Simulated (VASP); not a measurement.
# TiC: transverse stress against strain

TiC (rock salt, Fm-3m, 10.166 Å³/atom and stress up to 0.01 GPa in the relaxed cell, cube axes along x, y and z) under an equal strain ε along x and y, with z held. r2SCAN in VASP (plane waves, PAW), 600 eV, 18×18×18 Γ-centred mesh, Methfessel-Paxton smearing 0.10 eV; ions are relaxed, or left where forces stay under 0.02 eV/Å, within the symmetry of each cell. Stress is positive for a compressed cell.

Here s stands for strain and y for stress zz.

| strain (%) | stress zz (GPa) |
|---|---|
| -1.50 | 3.98 |
| -1.00 | 2.62 |
| -0.50 | 1.29 |
| 0.00 | 0.01 |
| 0.50 | -1.24 |
| 1.00 | -2.45 |
| 1.50 | -3.63 |
| 3.00 | ? |

Q: Fit y against s with a straight line, and predict the withheld value at s = 3.00.

A: Means: s 0, y 0.083. About the means, the sum of products is -17.750 and the sum of squares of s is 7.0000; the slope is their ratio. Least squares gives y = 0.083 - 2.5357·s. Residuals (row less fit): 0.093, 0.001, -0.061, -0.073, -0.055, 0.003, 0.091; standard error 0.076 (degrees of freedom: 5). The slope gives the elastic constant 2C12 = about 250 GPa. At the withheld row, y = 0.083 - 2.5357 × 3.0 = -7.524 GPa. The calculation gives -7.06 GPa, 0.464 GPa above the prediction (4.2 % of the range of y in the table). The row lies outside the fitted rows, so this is an extrapolation. From the scatter of the fitted rows alone, a prediction at this place has a standard error of 0.119 GPa, so the miss is 3.9 times that.

A polynomial of degree 2 through the 12 other runs of the series gives -6.97 there, so most of the miss is curvature that the fit leaves out. In a metal these values are sensitive to mesh and smearing; energies are taken to zero smearing, stresses follow the free energy. The runs aren't spin-polarised. Rows are the converged runs of the series near zero and its far end, less any whose ions stayed unrelaxed beside relaxed ones; series whose fitted rows scatter by over a few per cent of the range, as at a crossing or softening among them, aren't shown in this form. Most that stay on the fit to the last digits aren't either.
